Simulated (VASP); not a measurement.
Given:

```xyz
2
Lattice="0.0000 1.9084 1.9084 1.9084 0.0000 1.9084 1.9084 1.9084 0.0000" Properties=species:S:1:pos:R:3 pbc="T T T"
Li     0.0000     0.0000     0.0000
H      1.9084     1.9084     1.9084
```

All values below come from PBEsol GGA, VASP's PBE PAW potentials (set 64) (plane waves; VASP). Run with 600 eV cut-off, 10×10×10 Γ-centred mesh, Gaussian smearing of 0.050 eV, potentials Li_sv H.

### Question
Estimate the energy per atom (σ→0), pressure.

### Answer

```json
{
 "energy per atom (σ→0)": "-3.045 eV/atom",
 "pressure": "5.62 GPa"
}
```

The compound is LiH in the rock salt structure. This cell was strained or had an atom moved on purpose.
